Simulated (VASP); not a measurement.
Runs of VASP 6.6.1 on Pt. Symmetry: Fm-3m, No. 225, cubic system. Conventional cell: a = 3.917 Å, b = 3.917 Å, c = 3.917 Å, α = 90.00°, β = 90.00°, γ = 90.00°. Pt (site symmetry m-3m) is surrounded by 12 Pt at 2.77 Å. 

```csv
level,k mesh,cutoff (eV),smearing,gap on the mesh (eV),pressure (GPa)
PBEsol,28 × 28 × 28,520,gaussian 0.1 eV,none,-0.1
PBEsol,18 × 18 × 18,700,gaussian 0.1 eV,none,0.0
PBEsol,18 × 18 × 18,900,gaussian 0.1 eV,none,0.0
r2SCAN,18 × 18 × 18,520,gaussian 0.1 eV,none,5.9
PBEsol,18 × 18 × 18,520,gaussian 0.5 eV,none,(a)
```

Alike in all rows: task single point; potentials or basis VASP PAW PBE potentials, release 64 (Pt); no spin polarisation; cell as given.

Problem. Fill in the values left out.

Solution. (a) 1.2.

Caveats: the PAW data sets were made with another functional, which shifts forces and pressure a little.

A k mesh can miss the band edges, and the runs leave out spin-orbit coupling on Pt.

A gap of «none» marks a metal or a gap under the smearing width.

Not every run made on this cell is shown here.
